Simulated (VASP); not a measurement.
A run of VASP 6.6.1 is set up as follows.

File INCAR:

```
SYSTEM = SrTiO3
ALGO = Normal
EDIFF = 1E-7
ENCUT = 520
ISIF = 2
ISMEAR = 0
KPAR = 2
LASPH = .TRUE.
LCHARG = .TRUE.
LMIXTAU = .TRUE.
LREAL = .FALSE.
LVHAR = .TRUE.
LWAVE = .FALSE.
METAGGA = R2SCAN
NELM = 60
PREC = Accurate
SIGMA = 0.02
```

File KPOINTS:

```
k-points
0
G
  8 8 8
  0 0 0
```

File POSCAR:

```
SrTiO3                                  
1.0
    3.9122361654     -0.0000000000      0.0000000000
   -0.0000000000      3.9122361654     -0.0000000000
   -0.0000000000     -0.0000000000      3.9122361654
  Sr              Ti              O             
     1     1     3
Direct
     0.0000000000000000    0.0000000000000000    0.0000000000000000
     0.5000000000000000    0.5000000000000000    0.5000000000000000
     0.5000000000000000    0.5000000000000000    0.0000000000000000
     0.0000000000000000    0.5000000000000000    0.5000000000000000
     0.5000000000000000    0.0000000000000000    0.5000000000000000
```

Potentials or basis: VASP PAW PBE potentials, release 64 (Sr_sv, Ti_sv, O).

Launch:

```bash
$ cat potpaw_PBE.64/Sr_sv/POTCAR potpaw_PBE.64/Ti_sv/POTCAR potpaw_PBE.64/O/POTCAR > POTCAR
$ mpirun -np 2 vasp_std > vasp.out
```

(1) What does it give for the band gap on the k mesh?

(2) Predict the pressure.

Results:

(1) 2.26 eV, indirect (least direct gap 2.65 eV).

(2) 0.1 GPa.

Caveat: the PAW data sets were made with another functional, which shifts forces and pressure a little.
